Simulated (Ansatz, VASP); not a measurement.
## Two plane-wave programs on SbAu3S3

INCAR

```
PREC     = Accurate       # precision mode
ENCUT    = 600            # plane-wave cutoff, eV
EDIFF    = 1E-7           # SCF threshold, eV
ISMEAR   = 0              # smearing method
SIGMA    = 0.15           # smearing width, eV
LREAL    = F              # projectors in reciprocal space
LASPH    = T              # aspherical terms in the spheres
NELM     = 80             # most SCF steps
ALGO     = Normal         # electronic algorithm
ISIF     = 3              # what is computed and relaxed
LWAVE    = F              # write WAVECAR
LCHARG   = F              # write CHGCAR
GGA      = PE             # functional
IBRION   = 2              # ionic algorithm
NSW      = 36             # ionic steps
EDIFFG   = -0.08          # ionic threshold
```

File KPOINTS:

```
Automatic mesh
0
Gamma
  2 2 3
```

Contents of POSCAR:

```
SbAu3S3
1.0
    6.1999864800      0.0000000000      0.0000000000
   -3.0999932400      5.3693457900      0.0000000000
    0.0000000000      0.0000000000      5.0248870100
Sb S Au
1 3 3
Direct
    0.0000000000      0.0000000000      0.0000000000
    0.5000000000      0.0000000000      0.5000000000
    0.0000000000      0.5000000000      0.5000000000
    0.5000000000      0.5000000000      0.5000000000
    0.3333333300      0.6666666700      0.0262150800
    0.6666666700      0.3333333300      0.9737849200
    0.0000000000      0.0000000000      0.5000000000
```

Input for Ansatz:

```yaml
crystal:
  lattice:
    - [6.19998648, 0.0, 0.0]
    - [-3.09999324, 5.36934579, 0.0]
    - [0.0, 0.0, 5.02488701]
  atoms:
    - { symbol: Sb, position: [0.0, 0.0, 0.0] }
    - { symbol: S, position: [0.5, 0.0, 0.5] }
    - { symbol: S, position: [0.0, 0.5, 0.5] }
    - { symbol: S, position: [0.5, 0.5, 0.5] }
    - { symbol: Au, position: [0.33333333, 0.66666667, 0.02621508] }
    - { symbol: Au, position: [0.66666667, 0.33333333, 0.97378492] }
    - { symbol: Au, position: [0.0, 0.0, 0.5] }
basis:
  ecutwfc: 420
kpoints:
  mp_grid: { grid: [2, 2, 3] }
hamiltonian:
  xc: pbe
scf:
  occupations: { method: gaussian, width: 0.15 }
  lower_state_search: "off"
output:
  forces: true
  stress: true
  eigenvalues: true
relax:
  adjacent_minimum: "off"
  f_tol: 0.08
  max_steps: 16
  cell: { stress_tol: 0.8 }
```

Alike in both runs: task relaxation of cell and atoms; functional PBE; k mesh 2 × 2 × 3; occupations gaussian, width 0.15 eV; no spin polarisation.

```csv
,VASP,Ansatz
version,VASP 6.6.1,Ansatz 0.2.0
potentials or method,"VASP PAW PBE potentials, release 64 (Sb, S, Au)","scalar-relativistic, plane waves, PAW"
plane-wave cutoff (eV),600,420
valence electrons in the cell,56,90
```

Ansatz gave:

```
gap on the k mesh at the Fermi level, each at its own relaxed structure (eV) : none
relaxed volume (Å³/atom)                                                     : 19.72
relaxed cell length with the largest relative difference (Å)                 : 5.783
energy change over the relaxation (meV/atom)                                 : -415
```

Problem. Estimate VASP's values.

Solution. gap on the k mesh at the Fermi level, each at its own relaxed structure (eV): none; relaxed volume (Å³/atom): 19.69; relaxed cell length with the largest relative difference (Å): 5.959; energy change over the relaxation (meV/atom): -406.

A gap of «none» marks a metal or a gap that the smearing closes. The two sets of potentials don't hold the same shells in valence.

Caveats: the k mesh is coarse (spacing up to 0.59 Å⁻¹), so the values aren't converged; the volume moved by over 15 % at a fixed basis, so the end points are rough (VASP). The runs have no spin-orbit coupling, so splittings on Au, Sb are missing.
